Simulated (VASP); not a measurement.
Data:

```
CELL_PARAMETERS angstrom
      2.46515    -4.26977     0.00000
      2.46515     4.26977     0.00000
      0.00000     0.00000     5.42039
ATOMIC_POSITIONS crystal
  Si 0.00000 0.46985 0.33333
  Si 0.53015 0.53015 0.00000
  Si 0.46985 0.00000 0.66667
  O  0.26732 0.41329 0.21421
  O  0.58671 0.85402 0.88088
  O  0.73268 0.14598 0.45245
  O  0.85402 0.58671 0.11912
  O  0.41329 0.26732 0.78579
  O  0.14598 0.73268 0.54755
```

Calculation: r2SCAN meta-GGA, VASP's PBE PAW potentials (set 64) (plane waves; VASP). Run with 520 eV cut-off, 6×6×5 Γ-centred mesh, tetrahedra with Blöchl corrections, potentials Si O.

The cores are frozen, which limits the accuracy of field gradients.

Question: Give the principal components of the electric field gradient (V/Å²) and the asymmetry η at each nucleus.

Answer: 
| atom | Vxx | Vyy | Vzz | η |
|---|---|---|---|---|
| Si1 | -6.5 | -1.2 | 7.7 | 0.70 |
| Si2 | -6.5 | -1.2 | 7.7 | 0.70 |
| Si3 | -6.5 | -1.2 | 7.7 | 0.70 |
| O4 | -52.3 | -34.1 | 86.4 | 0.21 |
| O5 | -52.3 | -34.1 | 86.4 | 0.21 |
| O6 | -52.3 | -34.1 | 86.4 | 0.21 |
| O7 | -52.3 | -34.1 | 86.4 | 0.21 |
| O8 | -52.3 | -34.1 | 86.4 | 0.21 |
| O9 | -52.3 | -34.1 | 86.4 | 0.21 |

The compound is SiO2 in the quartz structure. It was relaxed first.
